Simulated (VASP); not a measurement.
A VASP calculation is set up with these files.

POSCAR:
```
CdI2
1
    2.1163261968    -3.6655847848    -0.0000000000
    2.1163261968     3.6655847848     0.0000000000
    0.0000000000     0.0000000000     6.8428222304
Cd I
1 2
Direct
  0.0000000000   1.0000000000   0.0000000000
  0.3333330000   0.6666670000   0.2485820854
  0.6666670000   0.3333330000   0.7514179146
```

KPOINTS:
```
Automatic mesh
0
Gamma
  6 6 3
0 0 0
```

**INCAR**
```
SYSTEM = CdI2
PREC = Accurate
ENCUT = 400
EDIFF = 1E-6
NELM = 100
ALGO = Normal
LREAL = .FALSE.
LASPH = .TRUE.
ISMEAR = 0
SIGMA = 0.05
GGA = PS
LMAXMIX = 4
LWAVE = .FALSE.
LCHARG = .FALSE.
IBRION = 2
ISIF = 3
NSW = 60
EDIFFG = -0.02
```

POTCAR, in this order: Cd I (PBE.64 set). Program: vasp_std.

### Question
Write an equivalent input for Quantum ESPRESSO's pw.x.

### Answer
One equivalent input (not run):
```
&CONTROL
  calculation = 'vc-relax'
  pseudo_dir = './pseudo'
  outdir = './out'
  tprnfor = .true.
  tstress = .true.
  nstep = 60
  forc_conv_thr = 0.00078
/
&SYSTEM
  ibrav = 0
  nat = 3
  ntyp = 2
  ecutwfc = 102
  occupations = 'smearing'
  smearing = 'gaussian'
  degauss = 0.003675
  input_dft = 'pbesol'
/
&ELECTRONS
  conv_thr = 7.3e-08
  electron_maxstep = 100
/
&IONS
/
&CELL
/
ATOMIC_SPECIES
  Cd 112.414 Cd.upf
  I 126.904 I.upf
CELL_PARAMETERS angstrom
     2.1163262   -3.6655848   -0.0000000
     2.1163262    3.6655848    0.0000000
     0.0000000    0.0000000    6.8428222
ATOMIC_POSITIONS crystal
  Cd   0.0000000  1.0000000  0.0000000
  I    0.3333330  0.6666670  0.2485821
  I    0.6666670  0.3333330  0.7514179
K_POINTS automatic
  6 6 3 0 0 0
```
What does not carry over: the potentials are each code's own (VASP's PAW set, PseudoDojo norm-conserving files in pw.x), so ENCUT and ecutwfc are chosen apart and not converted; conv_thr bounds pw.x's estimated SCF error, while EDIFF bounds the energy change between steps; forc_conv_thr acts on force components and is met together with etot_conv_thr.

The compound is CdI2 in the 1T layered structure. This run relaxes it. Symmetry was kept, so distortions that lower it aren't found. The start is the result of an earlier pass.
